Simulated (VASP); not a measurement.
All values below come from PBEsol GGA, VASP's PBE PAW potentials (set 64) (plane waves; VASP 6.6.1).

VASP input:

**POSCAR**
```
P
1.0
  0.0000000000   1.9112772732   1.9112772732
  1.9112772732   0.0000000000   1.9112772732
  1.9112772732   1.9112772732   0.0000000000
P
1
Cart
  0.0000000000   0.0000000000   0.0000000000
```

**KPOINTS**
```
Automatic mesh
0
Gamma
18 18 18
0 0 0
```

**INCAR**
```
SYSTEM = P
PREC = Accurate; ENCUT = 400; LREAL = .FALSE.
LASPH = .TRUE.
EDIFF = 1E-7; NELM = 100; ALGO = Normal
ISMEAR = -5
GGA = PS
ISIF = 2
LWAVE = .FALSE.; LCHARG = .TRUE.; LORBIT = 11
NEDOS = 601
```

POTCAR, in this order: P (PBE.64 set). Program: vasp_std.

What VASP printed:

### OSZICAR
```
       N       E                     dE             d eps       ncg     rms          rms(c)
DAV:   1     0.241814688516E+00    0.24181E+00   -0.17417E+03  2430   0.477E+02
DAV:   2    -0.500139969955E+01   -0.52432E+01   -0.49336E+01  3426   0.562E+01
DAV:   3    -0.506337599864E+01   -0.61976E-01   -0.61996E-01  2700   0.650E+00
DAV:   4    -0.506350847797E+01   -0.13248E-03   -0.13378E-03  3654   0.309E-01
DAV:   5    -0.506350874803E+01   -0.27006E-06   -0.27549E-06  2754   0.861E-03    0.431E+00
DAV:   6    -0.505465412239E+01    0.88546E-02   -0.56369E-03  2730   0.502E-01    0.250E+00
DAV:   7    -0.505085304506E+01    0.38011E-02   -0.92218E-03  2526   0.644E-01    0.128E-01
DAV:   8    -0.505085438328E+01   -0.13382E-05   -0.83855E-05  3324   0.771E-02    0.219E-02
DAV:   9    -0.505085491134E+01   -0.52806E-06   -0.53885E-07  3078   0.761E-03    0.503E-03
DAV:  10    -0.505085433719E+01    0.57415E-06   -0.53624E-08  2526   0.191E-03    0.144E-03
DAV:  11    -0.505085447730E+01   -0.14011E-06   -0.19346E-09  1656   0.411E-04    0.961E-05
DAV:  12    -0.505085447784E+01   -0.54669E-09   -0.69753E-11  1488   0.923E-05
   1 F= -.50508545E+01 E0= -.50508545E+01  d E =0.000000E+00
```

OUTCAR:
```
------------------------ aborting loop because EDIFF is reached ----------------------------------------
  FORCE on cell =-STRESS in cart. coord.  units (eV):
  Direction    XX          YY          ZZ          XY          YZ          ZX
  --------------------------------------------------------------------------------------
  Total        0.0495408      0.0495408      0.0495408     -0.0000000      0.0000000     -0.0000000
  in kB        5.6842378      5.6842378      5.6842378     -0.0000000      0.0000000     -0.0000000
  external PRESSURE =       5.6842378 kB  Pullay stress =       0.0000000 kB
  volume of cell :       13.96
      direct lattice vectors                 reciprocal lattice vectors
     0.000000000  1.911277273  1.911277273    -0.261605162  0.261605162  0.261605162
     1.911277273  0.000000000  1.911277273     0.261605162 -0.261605162  0.261605162
     1.911277273  1.911277273  0.000000000     0.261605162  0.261605162 -0.261605162
 POSITION                                       TOTAL-FORCE (eV/Angst)
 -----------------------------------------------------------------------------------
      0.00000      0.00000      0.00000         0.000000     -0.000000      0.000000
 -----------------------------------------------------------------------------------
    total drift:                                0.000000     -0.000000      0.000000
  FREE ENERGIE OF THE ION-ELECTRON SYSTEM (eV)
  ---------------------------------------------------
  free  energy   TOTEN  =        -5.0508544778 eV

  energy  without entropy=       -5.0508544778  energy(sigma->0) =       -5.05085448

 total charge

# of ion       s       p       d       tot
------------------------------------------
    1        1.161   1.153   0.000   2.314
```
(Selected blocks of OUTCAR.)

For a metal the tetrahedron method with Blöchl corrections gives inexact stress and forces.

The structure was generated: P was put into the fcc type (Fm-3m), which need not be its known phase. It was relaxed first.
